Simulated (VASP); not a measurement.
ZnC2:

```xyz
3
Lattice="-1.6795 1.6795 2.7804 1.6795 -1.6795 2.7804 1.6795 1.6795 -2.7804" Properties=species:S:1:pos:R:3 pbc="T T T"
Zn    0.0000    0.0000    0.0000
C     0.0000    0.0000    3.3247
C     0.0000    0.0000    2.2360
```

The cell comes from a database or a generator and needn't be the stable form of this composition.

| Quantity | Value |
| --- | --- |
| Program | VASP 6.6.1 |
| Task | relaxation of cell and atoms |
| Functional | PBE |
| Potentials or basis | VASP PAW PBE potentials, release 64 (Zn, C) |
| Cutoff | 600 eV |
| k mesh | 8 × 8 × 8 |
| Occupations | gaussian, width 0.1 eV |
| Spin | no spin polarisation |

At the start: pressure 45.7 GPa; volume 10.46 Å³/atom.

Question: How do energy, volume and symmetry change on relaxing?

Answer: Over 51 steps the energy falls by 871.7 meV/atom and the volume is 14.62 Å³/atom (+39.8 %); space group I4/mmm (No. 139, to 0.05 Å).

Step by step:
```csv
step,energy change (eV),largest force (eV/Å),pressure (GPa),volume (Å³)
1,0.0000,23.2802,45.68,31.37
3,5.1580,5.9237,8.90,41.50
5,3.8236,1.9704,-5.27,37.56
7,1.4735,7.1477,-13.55,32.88
9,-0.3305,8.5566,-9.59,31.75
11,-0.7879,8.0258,-6.89,31.47
13,-0.8964,7.8256,-6.04,31.40
15,-0.9231,7.7690,-5.84,31.38
17,-0.9297,7.7548,-5.72,31.37
19,-0.9314,7.7509,-5.74,31.37
21,-0.4806,8.6722,-6.67,31.32
23,-1.0694,15.7289,43.42,30.55
25,-1.9191,1.6526,17.82,30.79
27,-1.9285,0.4589,15.46,30.82
29,-2.3832,2.2731,-0.05,38.23
31,-2.4555,1.1132,-4.63,39.10
33,-2.5667,1.3907,1.59,39.70
35,-2.5798,0.0976,3.47,39.80
37,-2.5912,0.2188,-0.73,41.49
39,-2.5988,0.0519,-0.16,41.46
41,-2.6103,0.4406,-0.18,42.55
43,-2.6134,0.1568,0.84,42.89
45,-2.6145,0.1041,0.64,43.29
47,-2.6148,0.0674,0.70,43.58
49,-2.6150,0.1274,0.09,43.81
51,-2.6152,0.0196,-0.01,43.85
```

Final structure:
```
Zn C
1.0
    -2.08387    2.08387    2.52449
     2.08387   -2.08387    2.52449
     2.08387    2.08387   -2.52449
Zn C
1 2
Cartesian
  2.0839 2.0839 -2.5245
  0.0000 0.0000 3.1457
  0.0000 0.0000 1.9033
```

Caveat: the standard files for N, O and F lose accuracy on very short bonds; the volume moved by over 15 % at a fixed basis, so the end points are rough.
